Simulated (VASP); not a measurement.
All values below come from revTPSS meta-GGA, VASP's PBE PAW potentials (set 64) (plane waves; VASP).

VASP input:

File KPOINTS:
```
Automatic mesh
0
gamma
 12 12 12
```

File POSCAR:
```
Ba
1
   -2.4954233634     2.4954233634     2.4954233634
    2.4954233634    -2.4954233634     2.4954233634
    2.4954233634     2.4954233634    -2.4954233634
Ba
1
Direct
  0.0000000000   0.0000000000   0.0000000000
```

INCAR:
```
SYSTEM = Ba
PREC = Accurate; ENCUT = 520; LREAL = .False.
LASPH = .True.
EDIFF = 1E-7; NELM = 100; ALGO = Normal
LMAXMIX = 4; LMIXTAU = .True.
ISMEAR = -5
METAGGA = RTPSS
ISIF = 2
LWAVE = .False.; LCHARG = .False.; LORBIT = 11
NEDOS = 601
```

KPOINTS_OPT:
```
k-points along high-symmetry lines
10
Line-mode
Reciprocal
  0.000000   0.000000   0.000000 ! GAMMA
  0.500000  -0.500000   0.500000 ! H

  0.500000  -0.500000   0.500000 ! H
  0.000000  -0.000000   0.500000 ! N

  0.000000  -0.000000   0.500000 ! N
  0.000000   0.000000   0.000000 ! GAMMA

  0.000000   0.000000   0.000000 ! GAMMA
  0.250000   0.250000   0.250000 ! P

  0.250000   0.250000   0.250000 ! P
  0.500000  -0.500000   0.500000 ! H

  0.250000   0.250000   0.250000 ! P
  0.000000  -0.000000   0.500000 ! N
```

POTCAR, in this order: Ba_sv (PBE.64 set). Program: vasp_std.

Unless said otherwise, spin-orbit coupling is left out, though it shifts the bands of the heavy elements here.

### Question
What does the run give for the energy per atom (σ→0), band gap (over mesh and band path)?

### Answer

energy per atom (σ→0): 20.376 eV/atom
band gap (over mesh and band path): none (metal, semimetal or under 0.01 eV)

OSZICAR:
```
...
DAV:  28     0.203763256737E+02    0.46383E-06   -0.10694E-07  1428   0.402E-03    0.855E-03
DAV:  29     0.203763260655E+02    0.39185E-06   -0.42263E-08  1072   0.262E-03    0.839E-03
DAV:  30     0.203763252615E+02   -0.80406E-06   -0.17075E-08   727   0.122E-03    0.838E-03
DAV:  31     0.203763254142E+02    0.15274E-06   -0.53491E-09   716   0.698E-04    0.837E-03
DAV:  32     0.203763255864E+02    0.17220E-06   -0.17109E-09   724   0.309E-04    0.842E-03
DAV:  33     0.203763255770E+02   -0.94076E-08   -0.58996E-10   699   0.129E-04
   1 F= 0.20376326E+02 E0= 0.20376326E+02  d E =0.000000E+00
       N       E                     dE             ncg
```

The compound is Ba in the bcc structure. It was relaxed first.
